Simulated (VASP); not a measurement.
Output of a VASP run:

File OSZICAR:
```
       N       E                     dE             d eps       ncg     rms          rms(c)
DAV:   1     0.204439053986E+03    0.20444E+03   -0.17608E+04   552   0.180E+03
DAV:   2    -0.328928305946E+02   -0.23733E+03   -0.23206E+03   609   0.430E+02
DAV:   3    -0.426189733165E+02   -0.97261E+01   -0.97086E+01   572   0.981E+01
DAV:   4    -0.426665967381E+02   -0.47623E-01   -0.47619E-01   629   0.669E+00
DAV:   5    -0.426667546540E+02   -0.15792E-03   -0.15792E-03   605   0.333E-01    0.114E+01
DAV:   6    -0.330445594909E+02    0.96222E+01   -0.46450E+00   552   0.455E+01    0.121E+01
DAV:   7    -0.334467157722E+02   -0.40216E+00   -0.25966E+00   547   0.176E+01    0.567E+00
DAV:   8    -0.341561099395E+02   -0.70939E+00   -0.74979E-01   544   0.127E+01    0.299E+00
DAV:   9    -0.331664675194E+02    0.98964E+00   -0.42296E-01   544   0.829E+00    0.575E-01
DAV:  10    -0.334126891972E+02   -0.24622E+00   -0.39754E-01   546   0.689E+00    0.367E-01
DAV:  11    -0.334646104727E+02   -0.51921E-01   -0.13933E-02   547   0.176E+00    0.157E-01
DAV:  12    -0.334686959029E+02   -0.40854E-02   -0.17231E-02   546   0.171E+00    0.319E-01
DAV:  13    -0.334782083372E+02   -0.95124E-02   -0.37325E-03   544   0.856E-01    0.675E-02
DAV:  14    -0.334785476419E+02   -0.33930E-03   -0.27546E-04   586   0.189E-01    0.279E-02
DAV:  15    -0.334785913436E+02   -0.43702E-04   -0.97153E-05   545   0.116E-01    0.138E-02
DAV:  16    -0.334785781211E+02    0.13223E-04   -0.13093E-05   548   0.499E-02    0.563E-03
DAV:  17    -0.334785912960E+02   -0.13175E-04   -0.99537E-06   546   0.379E-02    0.222E-03
DAV:  18    -0.334785924209E+02   -0.11249E-05   -0.84285E-07   552   0.124E-02    0.942E-04
DAV:  19    -0.334785928565E+02   -0.43560E-06   -0.17489E-07   434   0.558E-03    0.518E-04
DAV:  20    -0.334785929811E+02   -0.12460E-06   -0.82186E-09   283   0.127E-03    0.125E-04
DAV:  21    -0.334785928906E+02    0.90510E-07   -0.55248E-09   273   0.821E-04
   1 F= -.33478593E+02 E0= -.33478593E+02  d E =-.155332E-10
```

File OUTCAR:
```
------------------------ aborting loop because EDIFF is reached ----------------------------------------
  FORCE on cell =-STRESS in cart. coord.  units (eV):
  Direction    XX          YY          ZZ          XY          YZ          ZX
  --------------------------------------------------------------------------------------
  Total        4.0513920      4.0513920      4.0513920      0.0000000      0.0000000      0.0000000
  in kB      186.0244465    186.0244465    186.0244465      0.0000000      0.0000000      0.0000000
  external PRESSURE =     186.0244465 kB  Pullay stress =       0.0000000 kB
  volume of cell :       34.89
      direct lattice vectors                 reciprocal lattice vectors
     0.000000000  2.593611621  2.593611621    -0.192781369  0.192781369  0.192781369
     2.593611621  0.000000000  2.593611621     0.192781369 -0.192781369  0.192781369
     2.593611621  2.593611621  0.000000000     0.192781369  0.192781369 -0.192781369
 POSITION                                       TOTAL-FORCE (eV/Angst)
 -----------------------------------------------------------------------------------
      0.00000      0.00000      0.00000        -0.000000      0.000000     -0.000000
      1.29681      1.29681      1.29681         0.000000      0.000000      0.000000
      3.89042      3.89042      3.89042        -0.000000     -0.000000     -0.000000
 -----------------------------------------------------------------------------------
    total drift:                                0.000000     -0.000000      0.000000
  FREE ENERGIE OF THE ION-ELECTRON SYSTEM (eV)
  ---------------------------------------------------
  free  energy   TOTEN  =       -33.4785928906 eV

  energy  without entropy=      -33.4785928906  energy(sigma->0) =      -33.47859289
```
(Selected blocks of OUTCAR.)

**POSCAR**
```
CdF2
1
    0.0000000000     2.5936116208     2.5936116208
    2.5936116208     0.0000000000     2.5936116208
    2.5936116208     2.5936116208     0.0000000000
Cd F
1 2
Direct
  0.0000000000   0.0000000000   0.0000000000
  0.2500000000   0.2500000000   0.2500000000
  0.7500000000   0.7500000000   0.7500000000
```

Task: Write an INCAR and KPOINTS that could have produced this output.

Result: One answer among several that fit: the input of the run itself, r2SCAN meta-GGA, plane waves, VASP's PBE PAW potentials (set 64).

### INCAR
```
! general
SYSTEM  = CdF2
PREC    = Accurate
ENCUT   = 600
LREAL   = F
LASPH   = T

! electronic loop
EDIFF   = 1E-7
NELM    = 100
ALGO    = Normal
LMAXMIX = 4
LMIXTAU = T

! smearing
ISMEAR  = 0
SIGMA   = 0.05

! functional
METAGGA = R2SCAN

! ions
ISIF    = 2

! output
LWAVE   = F
LCHARG  = F
```

File KPOINTS:
```
Automatic mesh
0
gamma
6 6 6
```

POTCAR, in this order: Cd F (PBE.64 set). Program: vasp_std.

The compound is CdF2 in the fluorite structure. This cell was strained or had an atom moved on purpose.
